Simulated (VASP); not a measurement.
Computed with PBE GGA, VASP's PBE PAW potentials (set 64) (plane waves; VASP).

Input for VASP

File KPOINTS:
```
k-points along high-symmetry lines
10
Line-mode
Reciprocal
  0.000000   0.000000   0.000000 ! GAMMA
  0.000000   0.500000   0.000000 ! M

  0.000000   0.500000   0.000000 ! M
 -0.333333   0.666667   0.000000 ! K

 -0.333333   0.666667   0.000000 ! K
  0.000000   0.000000   0.000000 ! GAMMA

  0.000000   0.000000   0.000000 ! GAMMA
  0.000000   0.000000   0.500000 ! A

  0.000000   0.000000   0.500000 ! A
  0.000000   0.500000   0.500000 ! L

  0.000000   0.500000   0.500000 ! L
 -0.333333   0.666667   0.500000 ! H

 -0.333333   0.666667   0.500000 ! H
  0.000000   0.000000   0.500000 ! A

  0.000000   0.500000   0.500000 ! L
  0.000000   0.500000   0.000000 ! M

 -0.333333   0.666667   0.500000 ! H
 -0.333333   0.666667   0.000000 ! K
```

**POSCAR**
```
C
1
    1.2336704858    -2.1367794640     0.0000000000
    1.2336704858     2.1367794640     0.0000000000
    0.0000000000    -0.0000000000     7.9271401807
C
4
Direct
  1.0000000000   0.0000000000   0.2500000000
  0.0000000000   1.0000000000   0.7500000000
  0.3333330000   0.6666670000   0.2500000000
  0.6666670000   0.3333330000   0.7500000000
```

INCAR:
```
! general
SYSTEM = C
PREC   = Accurate
ENCUT  = 520
LREAL  = .False.
LASPH  = .True.
ICHARG = 11

! electronic loop
EDIFF  = 1E-7
NELM   = 100
ALGO   = Normal

! smearing
ISMEAR = 0
SIGMA  = 0.05

! functional
GGA    = PE

! output
LWAVE  = .False.
LCHARG = .False.
LORBIT = 11
```

POTCAR, in this order: C (PBE.64 set). Program: vasp_std. Read from the step before: CHGCAR.

What VASP printed:

**OSZICAR**
```
       N       E                     dE             d eps       ncg     rms          rms(c)
DAV:   1     0.575380553627E+02    0.57538E+02   -0.78374E+03  2168   0.119E+03
DAV:   2    -0.286294719699E+02   -0.86168E+02   -0.77192E+02  3020   0.217E+02
DAV:   3    -0.332374890934E+02   -0.46080E+01   -0.45419E+01  2720   0.519E+01
DAV:   4    -0.333071034305E+02   -0.69614E-01   -0.69502E-01  2716   0.685E+00
DAV:   5    -0.333086555175E+02   -0.15521E-02   -0.15508E-02  2684   0.932E-01
DAV:   6    -0.333087219592E+02   -0.66442E-04   -0.66436E-04  2808   0.163E-01
DAV:   7    -0.333087247443E+02   -0.27852E-05   -0.27845E-05  2664   0.273E-02
DAV:   8    -0.333087248826E+02   -0.13825E-06   -0.13870E-06  2500   0.508E-03
DAV:   9    -0.333087248850E+02   -0.24079E-08   -0.22918E-08  1980   0.981E-04
   1 F= -.33308725E+02 E0= -.33303204E+02  d E =-.110426E-01
```

**OUTCAR**
```
 val. band max:        3.3148946523   @ k =  -0.3333   0.6667   0.2222

 cond. band min:       3.3155597670   @ k =  -0.3333   0.6667   0.2778



 k-point     1 :       0.0000    0.0000    0.0000
  band No.  band energies     occupation
      1     -16.2236      2.00000
      2     -16.1512      2.00000
      3      -4.6587      2.00000
      4      -3.8866      2.00000
      5       0.2746      2.00000
      6       0.2747      2.00000
      7       0.2774      2.00000
      8       0.2774      2.00000
      9       6.6421      0.00000
     10      10.6810      0.00000
     11      11.6137      0.00000
     12      11.6199      0.00000

 k-point     2 :       0.0000    0.0556    0.0000
  band No.  band energies     occupation
      1     -16.1505      2.00000
      2     -16.0785      2.00000
      3      -4.5705      2.00000
      4      -3.8011      2.00000
      5      -0.0236      2.00000
      6      -0.0194      2.00000
      7       0.1181      2.00000
      8       0.1218      2.00000
      9       6.7357      0.00000
     10      10.7651      0.00000
     11      11.6456      0.00000
     12      11.6683      0.00000

 k-point     3 :       0.0000    0.1111    0.0000
  band No.  band energies     occupation
      1     -15.9317      2.00000
      2     -15.8608      2.00000
      3      -4.3067      2.00000
      4      -3.5457      2.00000
      5      -0.8422      2.00000
      6      -0.8348      2.00000
      7      -0.2972      2.00000
      8      -0.2919      2.00000
      9       7.0169      0.00000
     10      11.0144      0.00000
     11      11.6707      0.00000
     12      11.7111      0.00000

 k-point     4 :       0.0000    0.1667    0.0000
  band No.  band energies     occupation
      1     -15.5682      2.00000
      2     -15.4991      2.00000
      3      -3.8702      2.00000
      4      -3.1239      2.00000
      5      -2.0175      2.00000
      6      -2.0056      2.00000
      7      -0.8558      2.00000
...
```

The density is held fixed in this step, so its total energy and stress have no physical meaning. Without a dispersion term in the relaxation, distances and binding between the weakly bound layers, chains or molecules are unreliable, and so is what depends on them.

The compound is C in the graphite structure. It was relaxed first, which changed the volume by +19 %.
